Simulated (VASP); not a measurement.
Energy against volume of SrVO$_{3}$ (cubic perovskite). Level of theory: TPSS meta-GGA, VASP's PBE PAW potentials (set 64) (plane waves; VASP). Settings: 520 eV cut-off, 8×8×8 Γ-centred mesh, first-order Methfessel-Paxton smearing of 0.10 eV, potentials Sr_sv V_sv O.

```
V (Å³/atom)  E (eV/atom)
-----------  -----------
10.704         -12.40122
11.045         -12.42338
11.387         -12.43092
11.729         -12.42604
```

Question: Fit these four points and predict the energy of the run at 12.070 Å³/atom.

Answer: A cubic in V^(−2/3), the third-order Birch-Murnaghan form, passes through the four points with V0 = 11.41 Å³/atom and B0 = 191 GPa, and gives -12.4107 eV/atom there. The run gave -12.4106 eV/atom, +0.1 meV/atom from the fit; all five points give B0 = 192 GPa.

The compound is SrVO3 in the cubic perovskite structure. It was relaxed first. The run is not spin-polarised, so no magnetic state was tried.
